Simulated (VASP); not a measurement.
Consider the following.

```
ZnF2
1.0
    4.75608     0.00000     0.00000
    0.00000     4.75608     0.00000
    0.00000     0.00000     3.16829
Zn F
2 4
Direct
  0.50000   0.50000   0.50000
  0.00000   0.00000   0.00000
  0.69686   0.69686   0.00000
  0.30314   0.30314   0.00000
  0.80314   0.19686   0.50000
  0.19686   0.80314   0.50000
```

Method: PBEsol GGA, VASP's PBE PAW potentials (set 64) (plane waves; VASP). Run with 400 eV cut-off, 5×5×7 Γ-centred mesh, Gaussian smearing of 0.050 eV, potentials Zn F.

At this cut-off the stress carries a Pulay error, which pulls relaxed volumes low. Energy and stress use the plane-wave basis of the starting cell.

**Question.** The ions, cell shape and volume are relaxed. Predict the relaxed structure.

**Answer.** 
```
ZnF2
1.0
    4.62570     0.00000     0.00000
    0.00000     4.62570     0.00000
    0.00000     0.00000     3.10188
Zn F
2 4
Direct
  0.50000   0.50000   0.50000
  0.00000   0.00000   0.00000
  0.69750   0.69750   0.00000
  0.30250   0.30250   0.00000
  0.80250   0.19750   0.50000
  0.19750   0.80250   0.50000
```
Space group P4_2/mnm (136), at a tolerance of 0.03 Å.

**Question.** How do energy and volume change from the first to the last step?

**Answer.** The energy (σ→0) changes by -38.1 meV/atom and the volume by -7.4 %, in 9 ionic steps.

The structure comes from a computed database's ZnF2 entry; how it stands against other phases isn't given here. This run relaxes it. Symmetry was kept, so distortions that lower it aren't found. The run is one of a series of settings (EDIFFG = -0.01, IBRION = 2, ISIF = 3, NSW = 50 against the base run), some of them coarse on purpose.
